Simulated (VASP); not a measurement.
Collinear spin orders of Fe (bcc), each at the geometry relaxed in the ferromagnetic state (one order's cell is shown).

Data:

```
Fe
1.0
   -1.41553     1.41553     1.41553
    1.41553    -1.41553     1.41553
    1.41553     1.41553    -1.41553
Fe
1
Cartesian
  0.00000   0.00000   0.00000
```
Starting moments (μB, in the order of the record's atoms Fe): 2.2.

These are PBE GGA, VASP's PBE PAW potentials (set 64) (plane waves; VASP) values and carry that method's errors. Settings: 400 eV cut-off, 18×18×18 Γ-centred mesh, Gaussian smearing of 0.050 eV, potentials Fe.

The cells have different k-meshes, which leaves a few meV/atom of noise.

**Question.** Which of these orders lies lowest, and by how much: moments alternating along all three axes; ferromagnetic; moments alternating along a1 (doubled cell)?

**Answer.** The order «ferromagnetic» lies lowest, by 217.5 meV/atom.
```tsv
order	energy over the lowest (meV/atom)	largest site moment (μB)
moments alternating along all three axes	451.5	1.48
ferromagnetic	0.0	2.17
moments alternating along a1 (doubled cell)	217.5	1.94
```

The compound is Fe in the bcc structure. It was relaxed first.
